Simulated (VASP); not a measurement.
# ZrW: structure and properties in VASP, part 3 of 5

What structure does ZrW take at this level, and what are its properties? The cell is invented: it takes the structure of a Materials Project entry for MoRu (space group 187 there), with all of its atoms replaced by other elements, volume scaled by an estimate. It may not be a known or stable phase.

VASP 6.6.1, plane waves and PAW; the level of theory is named at each step.

So far. Step 3 (Second relaxation): It ends with forces that vanish by symmetry and a pressure of -0.02 GPa. The volume moved by only 0.13 %, so the volume is settled. Step 4 (Density, ELF and potential (LDA)): In this run the pressure is -0.02 GPa, small enough to go on; single stress components reach 0.03 GPa. The relaxed cell has a = 2.804, c = 5.238 Å (conventional setting).

## 5. Bands along the symmetry lines (LDA)

Level of this step: LDA; plane waves and PAW (W, Zr_sv); invented cell (VASP).

The mesh alone shows little of the dispersion and can miss band extrema, so KPOINTS_OPT adds a path through the symmetry points after the self-consistent cycle.

The input, INCAR:

```
SYSTEM = ZrW
PREC = Accurate
ENCUT = 400
EDIFF = 1E-06
NELM = 100
ISMEAR = -1
SIGMA = 0.05
LREAL = .FALSE.
ALGO = Normal
GGA = CA
NBANDS = 21
LORBIT = 11
LWAVE = .FALSE.
LCHARG = .FALSE.
```

The input, POSCAR:

```
ZrW
1.0
    2.8043403618      0.0000000497      0.0000000000
   -1.4021705923      2.4286304127      0.0000000000
    0.0000000000      0.0000000000      5.2379057669
W Zr
1 1
Direct
    0.3333333300      0.6666666700      0.0000000000
    0.0000000000      0.0000000000      0.5000000000
```

The input, KPOINTS:

```
Automatic mesh
0
Gamma
11 11 5
0 0 0
```

The input, KPOINTS_OPT:

```
Line mode
16
Line-mode
Reciprocal
  0.00000000   0.00000000   0.00000000 GAMMA
  0.50000000   0.00000000   0.00000000 M

  0.50000000   0.00000000   0.00000000 M
  0.33333333   0.33333333   0.00000000 K

  0.33333333   0.33333333   0.00000000 K
  0.00000000   0.00000000   0.00000000 GAMMA

  0.00000000   0.00000000   0.00000000 GAMMA
  0.00000000   0.00000000   0.50000000 A

  0.00000000   0.00000000   0.50000000 A
  0.50000000   0.00000000   0.50000000 L

  0.50000000   0.00000000   0.50000000 L
  0.33333333   0.33333333   0.50000000 H

  0.33333333   0.33333333   0.50000000 H
  0.00000000   0.00000000   0.50000000 A

  0.50000000   0.00000000   0.50000000 L
  0.50000000   0.00000000   0.00000000 M

  0.33333333   0.33333333   0.00000000 K
  0.33333333   0.33333333   0.50000000 H
```

PAW data sets: W and Zr_sv (LDA family, release 64).

Started as:

```sh
$ mpirun -np 1 vasp_std
```

The log of the run:

```text
[... set-up lines as in an earlier step ...]
 entering main loop
       N       E                     dE             d eps       ncg     rms          rms(c)
DAV:   1     0.972632430694E+02    0.97263E+02   -0.76937E+03  2032   0.675E+02
DAV:   2    -0.170160798516E+02   -0.11428E+03   -0.10885E+03  2342   0.221E+02
DAV:   3    -0.235390488893E+02   -0.65230E+01   -0.63061E+01  3174   0.393E+01
DAV:   4    -0.236586613510E+02   -0.11961E+00   -0.11940E+00  2297   0.476E+00
DAV:   5    -0.236602380710E+02   -0.15767E-02   -0.15765E-02  2589   0.489E-01    0.245E+01
DAV:   6    -0.230945799843E+02    0.56566E+00   -0.21627E+00  2613   0.678E+00    0.997E+00
DAV:   7    -0.230905697112E+02    0.40103E-02   -0.37524E+00  2349   0.777E+00    0.739E+00
DAV:   8    -0.225795548139E+02    0.51101E+00   -0.12054E+00  2433   0.440E+00    0.721E-01
DAV:   9    -0.225833869913E+02   -0.38322E-02   -0.51060E-02  2321   0.121E+00    0.343E-01
DAV:  10    -0.225831326721E+02    0.25432E-03   -0.80439E-04  2469   0.182E-01    0.187E-01
DAV:  11    -0.225829760358E+02    0.15664E-03   -0.40342E-04  2453   0.120E-01    0.824E-02
DAV:  12    -0.225829680341E+02    0.80016E-05   -0.17681E-05  2313   0.301E-02    0.289E-02
DAV:  13    -0.225829673704E+02    0.66369E-06   -0.78805E-07  1657   0.494E-03
   1 F= -.22582967E+02 E0= -.22571433E+02  d E =-.230689E-01
 Start KPOINTS_OPT (optional k-point list driver)
k-point batch [1-48\144]
       N       E                     dE             ncg
DAV:   1     0.617405228096E+03   -0.23220E+05     2016
DAV:   2    -0.500669821705E+04   -0.56241E+04     2316
DAV:   3    -0.533980727036E+04   -0.33311E+03     3198
DAV:   4    -0.534768378759E+04   -0.78765E+01     2276
DAV:   5    -0.534779980012E+04   -0.11601E+00     2530
DAV:   6    -0.534780235609E+04   -0.25560E-02     2349
DAV:   7    -0.534780240072E+04   -0.44635E-04     2342
DAV:   8    -0.534780240208E+04   -0.13554E-05     1697
DAV:   9    -0.534780240219E+04   -0.10812E-06     1521
[...]
k-point batch [97-144\144]
       N       E                     dE             ncg
DAV:   1     0.410518006628E+03   -0.31074E+05     2016
DAV:   2    -0.505625284425E+04   -0.54668E+04     2343
DAV:   3    -0.538268612007E+04   -0.32643E+03     3285
DAV:   4    -0.538670193172E+04   -0.40158E+01     2337
DAV:   5    -0.538675366024E+04   -0.51729E-01     2466
DAV:   6    -0.538675506812E+04   -0.14079E-02     2358
DAV:   7    -0.538675511993E+04   -0.51819E-04     2533
DAV:   8    -0.538675512204E+04   -0.21040E-05     1702
DAV:   9    -0.538675512214E+04   -0.98893E-07     1604
```

Elapsed: 87 s, on 1 MPI rank of AMD EPYC 7R43, shared host; peak memory 0.12 GiB.

Parts of OUTCAR (step 5):

```text
   k-points           NKPTS =     48   k-points in BZ     NKDIM =     48   number of bands    NBANDS=     21

   NELECT =      18.0000    total number of electrons

 E-fermi :   9.1039

 k-point     1 :       0.0000    0.0000    0.0000
  band No.  band energies     occupation
    ...
      5       1.4526      2.00000
      6       4.8862      2.00000
      7       7.9398      2.00000
      8       8.9232      1.94751
      9       8.9232      1.94750
     10       9.4162      0.00387
     11      10.6409      0.00000
     12      10.6409      0.00000
     13      11.7060      0.00000
     14      11.7060      0.00000
    ...

  Total       -0.0038204     -0.0038204      0.0047181      0.0000000     -0.0000000     -0.0000000
  in kB       -0.1715799     -0.1715799      0.2118982      0.0000000     -0.0000000     -0.0000000
  external PRESSURE =      -0.0437539 kB  Pullay stress =       0.0000000 kB

  FREE ENERGIE OF THE ION-ELECTRON SYSTEM (eV)
  ---------------------------------------------------
  free  energy   TOTEN  =       -22.5829673704 eV

  energy  without entropy=      -22.5598984684  energy(sigma->0) =      -22.57143292

[... 9 parts as in an earlier step ...]

[... 8 further parts left out ...]
```

Spin-orbit coupling is off here; it can split and shift levels that hold much weight on W and Zr by tenths of an eV or more.

This step gave:

```yaml
scf_cycles: 13
bands: 21
pressure: -0.004375 GPa
```

The electronic bands at the labelled points (eV, zero at the Fermi level; # counts the bands kept in this run, so #1 is VASP's band 5):

```
          point     #2     #3     #4     #5     #6    #7    #8    #9
              Γ  -4.22  -1.16  -0.18  -0.18   0.31  1.54  1.54  2.60
0.53 of the way  -2.99  -2.32  -1.18  -0.58   0.57  1.46  2.05  2.30
              M  -3.70  -3.44  -0.70   0.02   0.38  0.76  5.46  5.50
0.53 of the way  -3.41  -2.34  -0.80  -0.53  -0.05  0.61  4.08  4.28
              K  -1.97  -1.58  -1.32  -1.25  -0.35  1.37  3.35  3.41
0.53 of the way  -2.22  -2.21  -1.99  -0.21   0.25  0.83  1.64  2.67
              Γ  -4.22  -1.16  -0.18  -0.18   0.31  1.54  1.54  2.60
0.53 of the way  -4.21  -1.41  -0.62  -0.21  -0.21  1.30  1.30  3.03
              A  -4.26  -1.81  -1.13  -0.23  -0.23  1.15  1.15  3.36
0.47 of the way  -3.40  -2.20  -1.38  -1.02   0.60  1.62  1.99  3.67
              L  -4.06  -2.90  -2.47   1.47   1.62  2.90  3.65  4.87
0.47 of the way  -3.53  -2.50  -1.64   0.07   0.07  2.48  3.16  4.60
              H  -2.46  -2.17  -1.95  -1.19   0.57  1.21  1.67  4.48
0.53 of the way  -3.26  -2.16  -1.51  -0.75  -0.24  1.63  2.27  3.87
              A  -4.26  -1.81  -1.13  -0.23  -0.23  1.15  1.15  3.36
      jump to L  -4.06  -2.90  -2.47   1.47   1.62  2.90  3.65  4.87
0.47 of the way  -3.95  -2.65  -2.35   0.60   1.14  2.25  4.50  5.52
              M  -3.70  -3.44  -0.70   0.02   0.38  0.76  5.46  5.50
      jump to K  -1.97  -1.58  -1.32  -1.25  -0.35  1.37  3.35  3.41
0.47 of the way  -2.21  -2.06  -1.64  -1.22   0.24  1.32  2.51  3.91
              H  -2.46  -2.17  -1.95  -1.19   0.57  1.21  1.67  4.48
```

Of the projections kept (W, Zr), the largest for each band there, as a share of the weight inside these atoms' spheres; weight between the spheres isn't counted:

```
point       #2       #3       #4      #5       #6       #7       #8      #9
    Γ   W 0.58  Zr 0.57   W 0.98  W 0.98   W 0.72  Zr 0.98  Zr 0.98  W 0.91
    M   W 0.71  Zr 0.82  Zr 0.52  W 0.83   W 0.50   W 0.77  Zr 0.70  W 1.00
    K   W 0.86   W 0.88   W 0.61  W 0.97  Zr 0.86  Zr 0.75  Zr 0.54  W 0.50
    Γ   W 0.58  Zr 0.57   W 0.98  W 0.98   W 0.72  Zr 0.98  Zr 0.98  W 0.91
    A  Zr 0.80   W 0.93  Zr 0.81  W 0.98   W 0.98  Zr 0.80  Zr 0.80  W 0.82
    L   W 0.65   W 0.68  Zr 0.74  W 0.90   W 0.99  Zr 0.66  Zr 0.96  W 0.71
```

There is no gap at this level.

## 6. Total and projected DOS (LDA)

A density of states needs more k-points than a total energy, and tetrahedra (ISMEAR = -5) or a smearing that fits the mesh; LORBIT projects the states on the PAW spheres. The mesh is finer than in the run before.

INCAR: that of step 5 with these lines changed.

```diff
@@ -5,3 +5,3 @@
 NELM = 100
-ISMEAR = -1
+ISMEAR = -5
 SIGMA = 0.05
@@ -14 +14,2 @@
 LCHARG = .FALSE.
+NEDOS = 2001
```

POSCAR is that of step 5.

The input, KPOINTS:

```
Automatic mesh
0
Gamma
16 16 8
0 0 0
```

Started as:

```sh
$ mpirun -np 1 vasp_std
```

The log of the run:

```text
[... set-up lines as in an earlier step ...]
 entering main loop
       N       E                     dE             d eps       ncg     rms          rms(c)
DAV:   1     0.976833578212E+02    0.97683E+02   -0.76736E+03  6316   0.675E+02
DAV:   2    -0.169718025815E+02   -0.11466E+03   -0.10935E+03  7440   0.222E+02
DAV:   3    -0.235265392063E+02   -0.65547E+01   -0.63456E+01  9950   0.396E+01
DAV:   4    -0.236438993829E+02   -0.11736E+00   -0.11689E+00  7213   0.476E+00
DAV:   5    -0.236454870258E+02   -0.15876E-02   -0.15906E-02  8185   0.487E-01    0.244E+01
DAV:   6    -0.229896582418E+02    0.65583E+00   -0.18910E+00  8093   0.642E+00    0.101E+01
DAV:   7    -0.230470475123E+02   -0.57389E-01   -0.33938E+00  7436   0.731E+00    0.682E+00
DAV:   8    -0.225713779212E+02    0.47567E+00   -0.14895E+00  7545   0.441E+00    0.678E-01
DAV:   9    -0.225740023143E+02   -0.26244E-02   -0.65105E-02  7217   0.134E+00    0.363E-01
DAV:  10    -0.225716132463E+02    0.23891E-02   -0.39902E-03  7615   0.322E-01    0.166E-01
DAV:  11    -0.225711602706E+02    0.45298E-03   -0.66629E-04  7588   0.151E-01    0.116E-01
DAV:  12    -0.225711443140E+02    0.15957E-04   -0.53460E-05  7541   0.435E-02    0.374E-02
DAV:  13    -0.225711371991E+02    0.71149E-05   -0.48207E-06  7366   0.142E-02    0.199E-02
DAV:  14    -0.225711455722E+02   -0.83730E-05   -0.26317E-06  6761   0.812E-03    0.140E-03
DAV:  15    -0.225711450886E+02    0.48353E-06   -0.15647E-07  3925   0.257E-03
   1 F= -.22571145E+02 E0= -.22571145E+02  d E =0.000000E+00
 -----------------------------------------------------------------------------
|                                                                             |
|           W    W    AA    RRRRR   N    N  II  N    N   GGGG   !!!           |
|           W    W   A  A   R    R  NN   N  II  NN   N  G    G  !!!           |
|           W    W  A    A  R    R  N N  N  II  N N  N  G       !!!           |
|           W WW W  AAAAAA  RRRRR   N  N N  II  N  N N  G  GGG   !            |
|           WW  WW  A    A  R   R   N   NN  II  N   NN  G    G                |
|           W    W  A    A  R    R  N    N  II  N    N   GGGG   !!!           |
|                                                                             |
|     Tetrahedron method does not include variations of the Fermi             |
|     occupations, so forces and stress will be inaccurate. We suggest        |
|     using a different smearing scheme ISMEAR = 1 or 2 for metals in         |
|     relaxations.                                                            |
|                                                                             |
 -----------------------------------------------------------------------------
```

Wall time 2 min (1 MPI rank); peak memory 0.15 GiB.

From OUTCAR (step 6):

```text
   k-points           NKPTS =    150   k-points in BZ     NKDIM =    150   number of bands    NBANDS=     21

   NELECT =      18.0000    total number of electrons

 E-fermi :   9.0986

 k-point     1 :       0.0000    0.0000    0.0000
  band No.  band energies     occupation
    ...
      5       1.4757      2.00000
      6       4.8812      2.00000
      7       7.9276      2.00000
      8       8.9637      2.00000
      9       8.9637      2.07795
     10       9.4137      0.00000
     11      10.6097      0.00000
     12      10.6097      0.00000
     13      11.7137      0.00000
     14      11.7137      0.00000
    ...

  Total        0.0960626      0.0960626     -0.1357566     -0.0000000      0.0000000      0.0000000
  in kB        4.3143466      4.3143482     -6.0970769     -0.0000007      0.0000000      0.0000000
  external PRESSURE =       0.8438726 kB  Pullay stress =       0.0000000 kB

 POSITION                                       TOTAL-FORCE (eV/Angst)
 -----------------------------------------------------------------------------------
     -0.00000      1.61909      0.00000        -0.000000      0.000000      0.000000
      0.00000      0.00000      2.61895         0.000000     -0.000000      0.000000
 -----------------------------------------------------------------------------------
    total drift:                               -0.000000     -0.000000      0.000000

  FREE ENERGIE OF THE ION-ELECTRON SYSTEM (eV)
  ---------------------------------------------------
  free  energy   TOTEN  =       -22.5711450886 eV

  energy  without entropy=      -22.5711450886  energy(sigma->0) =      -22.57114509

[... 6 parts as in an earlier step ...]

[... 10 further parts left out ...]
```

With tetrahedra the forces and stress of a metal are not exact derivatives of the energy.

Numbers from this step:

* SCF cycles: 15
* irreducible k-points: 150
* free energy (TOTEN): -22.57 eV
* Fermi energy: 9.099 eV
* pressure: 0.08439 GPa
* DOS at the Fermi level, one point of the energy grid: 2.675 states/eV/cell

The density of states has structure finer than the step of the table below, so its rows give means over 1 eV, whole bins alone (the curve runs from -12.0 to 7.98 eV). Peaks (eV: height): total -3.2: 3.16, -1.4: 3.88, 0.0: 2.81, 5.6: 3.41; W d -3.2: 1.40, -2.3: 1.45, -1.4: 1.58, 0.9: 1.16; Zr d -1.4: 1.09, 0.0: 0.792, 0.9: 0.758, 5.6: 1.80; W p -2.3: 0.155, -1.4: 0.245, -0.9: 0.184, 0.0: 0.226; W s -4.6: 0.437.

States under -12.0 eV and over 8.0 eV are left out. The density of states by energy, zero at the Fermi level; means over each step; values in states/eV/cell:

```csv
energy (eV),total,W d,Zr d,W p,W s
-9,0,0,0,0,0
-8,0.00137,4.1e-5,1.2e-5,5.0e-6,8.0e-4
-7,0.121,0.00527,0.00124,0.00304,0.0697
-6,0.230,0.0129,0.00423,0.0134,0.122
-5,0.613,0.164,0.0405,0.0339,0.206
-4,1.28,0.507,0.169,0.0536,0.157
-3,2.36,1.03,0.412,0.105,0.0627
-2,2.01,0.914,0.472,0.108,0.0284
-1,2.40,1.05,0.627,0.162,0.0267
0,2.18,0.846,0.612,0.174,0.0267
1,2.12,0.917,0.605,0.111,0.0113
2,1.73,0.797,0.524,0.0521,0.00748
3,1.61,0.689,0.590,0.0430,0.00828
4,1.51,0.511,0.721,0.0320,0.0124
5,2.20,0.763,1.10,0.0389,0.0156
6,1.27,0.364,0.660,0.0405,0.0169
7,0.762,0.172,0.349,0.0657,0.0316
```

The finer mesh and the other smearing move the Fermi level by -0.01 eV from the 11×11×5 run, a small shift, which tests the Fermi level alone. Of the states within 0.3 eV of the Fermi level, the largest shares in the PAW spheres are W d 38 %, Zr d 27 % and W p 9 %. The rest lies in smaller channels or between the spheres.

(Continued in part 4 of 5.)

[Lines on the potential files, build, host, timing and source positions are cut from VASP's logs without a mark.]

[Logs are printed without paths, hosts, clocks, repeated set-up lines and the standing remarks that a program may print on its own settings, such as how far it seeks lower states.]

[Hosts, paths, dates, database ids (printed as entryN), source tags and the programs' standing remarks are cut or masked in the printed files.]

[A measured line is paired with the nearest computed mode of its activity, which favours agreement.]

[In band tables of VASP the shares of atoms and orbitals are scaled to a sum of 1 inside the atoms' spheres.]
